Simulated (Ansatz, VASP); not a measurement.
**ScTeN3: VASP beside Ansatz**

Wanted: the spread between two codes on one cell, functional and k mesh. The cell is generated by rule, not measured, and may not be a known phase. The cell is taken from a series of runs on this material, whose earlier steps may have relaxed, scaled, displaced or heated it; both programs get it as it stands.

Program: Ansatz 0.2.0. Level of theory: plane waves, with VASP 6.6.1 beside it; zone-centre phonons at PBEsol. Results are calculated unless marked as measured.

The structure was built from a prototype and need not be the compound's stable phase.

### Step 1. The starting structure

Symmetry: Pm-3m, No. 221, cubic system. The conventional cell has a = 3.913 Å, b = 3.913 Å, c = 3.913 Å, α = 90.00°, β = 90.00°, γ = 90.00°. Nearest to Sc lie 12 N at 2.77 Å and 8 Te at 3.39 Å. Nearest to Te lie 6 N at 1.96 Å and 8 Sc at 3.39 Å. Nearest to N lie 2 Te at 1.96 Å and 4 Sc at 2.77 Å. Farther neighbours and most contacts between anions are not listed.

Coordinates:

```cif
data_structure
_symmetry_space_group_name_H-M 'Pm-3m'
_symmetry_Int_Tables_number 221
_cell_length_a 3.9132
_cell_length_b 3.9132
_cell_length_c 3.9132
_cell_angle_alpha 90.000
_cell_angle_beta 90.000
_cell_angle_gamma 90.000
_cell_volume 59.92
loop_
_atom_site_label
_atom_site_type_symbol
_atom_site_symmetry_multiplicity
_atom_site_Wyckoff_symbol
_atom_site_fract_x
_atom_site_fract_y
_atom_site_fract_z
_atom_site_occupancy
Sc1 Sc 1 a 0.00000 0.00000 0.00000 1
Te1 Te 1 b 0.50000 0.50000 0.50000 1
N1 N 3 c 0.50000 0.50000 0.00000 1
```

### Step 2. VASP: zone-centre phonons, PBEsol

Second derivatives magnify differences that forces hide, and they need a tight electronic threshold.

Lines of VASP's logs that name or quote its potential files are left out, and so is its time.

Contents of INCAR:

```
SYSTEM = ScTeN3
PREC = Accurate
ENCUT = 600
EDIFF = 1E-08
NELM = 120
ISMEAR = 1
SIGMA = 0.2
LREAL = .FALSE.
ALGO = Normal
GGA = PS
NBANDS = 22
LASPH = .TRUE.
LORBIT = 11
LWAVE = .FALSE.
LCHARG = .FALSE.
ISIF = 2
IBRION = 8
GGA_COMPAT = .FALSE.
KPAR = 2
```

Contents of POSCAR:

```
ScTeN3
1.0
    3.9131533689      0.0000000000      0.0000000000
    0.0000000000      3.9131533689      0.0000000000
    0.0000000000      0.0000000000      3.9131533689
Sc Te N
1 1 3
Direct
    0.0000000000      0.0000000000      0.0000000000
    0.5000000000      0.5000000000      0.5000000000
    0.5000000000      0.5000000000      0.0000000000
    0.5000000000      0.0000000000      0.5000000000
    0.0000000000      0.5000000000      0.5000000000
```

Contents of KPOINTS:

```
Automatic mesh
0
Gamma
12 12 12
0 0 0
```

The projector-augmented-wave data sets are Sc_sv, Te and N (PBE family, release 64).

Run with:

```
> mpirun -np 2 vasp_std
```

Numbers of over 12 decimals in the logs are rounded to 6 here.

Output:

```text
[banner, memory and clock lines left out]
running    2 mpi-ranks, on    1 nodes
 distrk:  each k-point on    1 cores,    2 groups
 distr:  one band on    1 cores,    1 groups

 POSCAR found type information on POSCAR ScTeN
 POSCAR found :  3 types and       5 ions
|                                                                             |
|               ----> ADVICE to this user running VASP <----                  |
|                                                                             |
|     You enforced a specific xc type in the INCAR file but a different       |
|     [... a line on the potential file left out ...]
|     I HOPE YOU KNOW WHAT YOU ARE DOING!                                     |
|                                                                             |

 LDA part: xc-table for (Slater+PW92), standard interpolation
 POSCAR, INCAR and KPOINTS ok, starting setup
 FFT: planning ... GRIDC
 FFT: planning ... GRID_SOFT
 FFT: planning ... GRID
 WAVECAR not read
 entering main loop
       N       E                     dE             d eps       ncg     rms          rms(c)
DAV:   1     0.343037451219E+03    0.34304E+03   -0.15726E+04  3696   0.165E+03
DAV:   2     0.730734015259E+01   -0.33573E+03   -0.32038E+03  3966   0.452E+02
DAV:   3    -0.409666012789E+02   -0.48274E+02   -0.45967E+02  5932   0.145E+02
DAV:   4    -0.432039511033E+02   -0.22373E+01   -0.22165E+01  5362   0.315E+01
DAV:   5    -0.432441598502E+02   -0.40209E-01   -0.39992E-01  4818   0.401E+00    0.259E+01
DAV:   6    -0.335409272045E+02    0.97032E+01   -0.34399E+01  5310   0.415E+01    0.160E+01
DAV:   7    -0.336011424355E+02   -0.60215E-01   -0.27095E+00  5138   0.109E+01    0.969E+00
DAV:   8    -0.335123253494E+02    0.88817E-01   -0.33363E-01  5148   0.670E+00    0.146E+00
DAV:   9    -0.334953866882E+02    0.16939E-01   -0.58552E-02  4948   0.372E+00    0.561E-01
DAV:  10    -0.334928093272E+02    0.25774E-02   -0.23556E-02  5190   0.140E+00    0.488E-01
DAV:  11    -0.334914598593E+02    0.13495E-02   -0.24884E-03  5258   0.664E-01    0.313E-01
DAV:  12    -0.334911261120E+02    0.33375E-03   -0.96863E-04  5444   0.387E-01    0.588E-02
DAV:  13    -0.334911159025E+02    0.10210E-04   -0.10805E-04  4916   0.122E-01    0.221E-02
DAV:  14    -0.334911169617E+02   -0.10592E-05   -0.50599E-06  5266   0.312E-02    0.120E-02
DAV:  15    -0.334911157868E+02    0.11750E-05   -0.20135E-06  5482   0.183E-02    0.493E-03
DAV:  16    -0.334911158988E+02   -0.11206E-06   -0.33019E-07  5256   0.410E-03    0.711E-04
DAV:  17    -0.334911159015E+02   -0.26457E-08   -0.61449E-09  2298   0.868E-04
   1 F= -.33491116E+02 E0= -.33490777E+02  d E =-.101660E-02
 Linear response reoptimize wavefunctions to high precision
DAV:   1    -0.334911158921E+02    0.94019E-08   -0.20684E-09  2802   0.740E-04
DAV:   2    -0.334911158921E+02   -0.63210E-10   -0.60474E-10  2046   0.259E-04
 Linear response DOF=           4
 Linear response progress:
  Degree of freedom:   1/  4
       N       E                     dE             d eps       ncg     rms          rms(c)
RMM:   1    -0.787298981913E+00   -0.78730E+00   -0.66617E+01  9126   0.125E+02
RMM:   2    -0.778762035516E+00    0.85369E-02   -0.13867E-01 11765   0.355E+00    0.132E-01
RMM:   3    -0.780500680615E+00   -0.17386E-02   -0.21216E-02 13602   0.915E-01    0.468E-02
RMM:   4    -0.778643834003E+00    0.18568E-02   -0.20353E-03 16079   0.270E-01    0.250E-02
RMM:   5    -0.778277537437E+00    0.36630E-03   -0.22768E-04 16360   0.806E-02    0.881E-03
RMM:   6    -0.778358926907E+00   -0.81389E-04   -0.22780E-05 16938   0.291E-02    0.572E-03
RMM:   7    -0.778403452863E+00   -0.44526E-04   -0.37930E-06 17376   0.105E-02    0.282E-03
RMM:   8    -0.778437810106E+00   -0.34357E-04   -0.71379E-07 17204   0.372E-03    0.456E-04
RMM:   9    -0.778439173622E+00   -0.13635E-05   -0.20404E-07 18101   0.128E-03    0.298E-04
RMM:  10    -0.778442056854E+00   -0.28832E-05   -0.71903E-08 17616   0.588E-04    0.113E-04
RMM:  11    -0.778444643388E+00   -0.25865E-05   -0.22816E-08 16600   0.372E-04    0.311E-05
RMM:  12    -0.778444366912E+00    0.27648E-06   -0.23211E-08 18234   0.168E-04    0.151E-05
RMM:  13    -0.778444412520E+00   -0.45608E-07   -0.34211E-08 16622   0.101E-04    0.524E-06
RMM:  14    -0.778444333005E+00    0.79515E-07   -0.25978E-08 18278   0.525E-05    0.417E-06
RMM:  15    -0.778444385314E+00   -0.52308E-07   -0.22737E-08 17363   0.319E-05    0.253E-06
RMM:  16    -0.778444406762E+00   -0.21448E-07   -0.17181E-08 17027   0.222E-05    0.463E-07
RMM:  17    -0.778444393170E+00    0.13592E-07   -0.13833E-08 13530   0.145E-05    0.147E-06
RMM:  18    -0.778444407696E+00   -0.14527E-07   -0.10811E-08 14030   0.109E-05    0.599E-07
RMM:  19    -0.778444397061E+00    0.10636E-07   -0.76127E-09  7967   0.736E-06    0.119E-06
RMM:  20    -0.778444398961E+00   -0.19003E-08   -0.49486E-09  8003   0.567E-06    0.108E-06
 first order change of Fermi-energy   0.89001E-04
 force on displaced ion       1 direction 1 :   3.782   0.000  -0.000
 Linear response progress:
  Degree of freedom:   2/  4
       N       E                     dE             d eps       ncg     rms          rms(c)
RMM:   1    -0.484652593579E-01   -0.48465E-01    0.67882E-02 19539   0.154E+00
RMM:   2    -0.434070844401E-01    0.50582E-02   -0.76800E-03 16301   0.468E-01    0.277E-01
RMM:   3    -0.430582940225E-01    0.34879E-03   -0.10224E-03 16844   0.137E-01    0.173E-01
RMM:   4    -0.425892160746E-01    0.46908E-03   -0.18435E-04 16420   0.646E-02    0.203E-02
RMM:   5    -0.425739619841E-01    0.15254E-04   -0.20383E-05 16932   0.192E-02    0.518E-03
RMM:   6    -0.425810789034E-01   -0.71169E-05   -0.31409E-06 17638   0.725E-03    0.193E-03
RMM:   7    -0.425891991698E-01   -0.81203E-05   -0.48678E-07 16394   0.283E-03    0.614E-04
RMM:   8    -0.425905484162E-01   -0.13492E-05   -0.74827E-08 15744   0.987E-04    0.231E-04
RMM:   9    -0.425904938628E-01    0.54553E-07    0.23234E-09 17769   0.355E-04    0.120E-04
RMM:  10    -0.425906105725E-01   -0.11671E-06    0.15403E-08 18271   0.143E-04    0.461E-05
RMM:  11    -0.425907774996E-01   -0.16693E-06   -0.27869E-08 17059   0.737E-05    0.163E-05
RMM:  12    -0.425907305006E-01    0.46999E-07   -0.15448E-08 16963   0.314E-05    0.657E-06
RMM:  13    -0.425907306624E-01   -0.16178E-09   -0.83543E-09 17853   0.137E-05    0.228E-06
 first order change of Fermi-energy   0.26354E-03
 force on displaced ion       2 direction 1 : -28.430  -0.000   0.000
 Linear response progress:
  Degree of freedom:   3/  4
       N       E                     dE             d eps       ncg     rms          rms(c)
RMM:   1    -0.240292870078E+00   -0.24029E+00    0.99128E-02 30473   0.233E+00
RMM:   2    -0.237777195301E+00    0.25157E-02   -0.11218E-02 26814   0.763E-01    0.142E-01
RMM:   3    -0.239176452900E+00   -0.13993E-02   -0.35974E-03 27020   0.242E-01    0.736E-02
RMM:   4    -0.240635945957E+00   -0.14595E-02   -0.11511E-03 26384   0.164E-01    0.211E-02
RMM:   5    -0.240509833627E+00    0.12611E-03   -0.14177E-04 28891   0.544E-02    0.768E-03
RMM:   6    -0.240617578039E+00   -0.10774E-03   -0.24986E-05 30859   0.193E-02    0.238E-03
RMM:   7    -0.240610314542E+00    0.72635E-05   -0.41480E-06 30876   0.682E-03    0.128E-03
RMM:   8    -0.240616876977E+00   -0.65624E-05   -0.83328E-07 29724   0.265E-03    0.766E-04
RMM:   9    -0.240620638107E+00   -0.37611E-05   -0.14801E-07 32233   0.107E-03    0.501E-04
RMM:  10    -0.240623902494E+00   -0.32644E-05    0.25771E-07 28543   0.587E-04    0.478E-05
RMM:  11    -0.240624101547E+00   -0.19905E-06    0.15327E-07 33784   0.206E-04    0.493E-05
RMM:  12    -0.240624127122E+00   -0.25575E-07   -0.33161E-08 30854   0.809E-05    0.141E-05
RMM:  13    -0.240624209865E+00   -0.82743E-07   -0.19615E-07 32572   0.387E-05    0.365E-06
RMM:  14    -0.240624275121E+00   -0.65256E-07   -0.73281E-08 31669   0.196E-05    0.275E-06
RMM:  15    -0.240624264974E+00    0.10147E-07   -0.17477E-08 29945   0.955E-06    0.908E-07
RMM:  16    -0.240624267827E+00   -0.28528E-08   -0.14878E-08 25573   0.547E-06    0.434E-07
 first order change of Fermi-energy   0.16375E-03
 force on displaced ion       3 direction 1 :   1.985   0.000   0.000
 Linear response progress:
  Degree of freedom:   4/  4
       N       E                     dE             d eps       ncg     rms          rms(c)
RMM:   1    -0.255001202262E+00   -0.25500E+00    0.11819E-01 16833   0.246E+00
RMM:   2    -0.239169432239E+00    0.15832E-01   -0.23376E-02 15712   0.694E-01    0.536E-01
RMM:   3    -0.240231312538E+00   -0.10619E-02   -0.42790E-03 14996   0.272E-01    0.246E-01
RMM:   4    -0.241628198016E+00   -0.13969E-02   -0.16190E-03 15135   0.175E-01    0.268E-02
RMM:   5    -0.241640160476E+00   -0.11962E-04   -0.15647E-04 16335   0.550E-02    0.149E-02
RMM:   6    -0.241645857030E+00   -0.56966E-05   -0.18085E-05 17286   0.169E-02    0.133E-02
RMM:   7    -0.241652093261E+00   -0.62362E-05   -0.19086E-06 15612   0.685E-03    0.233E-03
RMM:   8    -0.241671731955E+00   -0.19639E-04   -0.56106E-07 14186   0.335E-03    0.131E-03
RMM:   9    -0.241685516546E+00   -0.13785E-04   -0.23938E-07 16897   0.207E-03    0.122E-03
RMM:  10    -0.241682715607E+00    0.28009E-05    0.49720E-08 15531   0.903E-04    0.629E-04
RMM:  11    -0.241683574986E+00   -0.85938E-06    0.25489E-07 17200   0.302E-04    0.880E-05
RMM:  12    -0.241683701623E+00   -0.12664E-06   -0.11231E-07 18458   0.105E-04    0.780E-05
RMM:  13    -0.241683802579E+00   -0.10096E-06    0.14170E-07 17151   0.425E-05    0.601E-05
RMM:  14    -0.241683795695E+00    0.68847E-08    0.23302E-08 18074   0.173E-05    0.628E-06
 first order change of Fermi-energy  -0.52130E-03
 force on displaced ion       3 direction 3 :   0.000   0.000 -37.488
 Linear response finished
```

(Continued in part 2 of 2.)

[Lines on the potential files, build, host, timing and source positions are cut from VASP's logs without a mark.]

[Logs are printed without paths, hosts, clocks, repeated set-up lines and the standing remarks that a program may print on its own settings, such as how far it seeks lower states.]

[Hosts, paths, dates, database ids (printed as entryN), source tags and the programs' standing remarks are cut or masked in the printed files.]
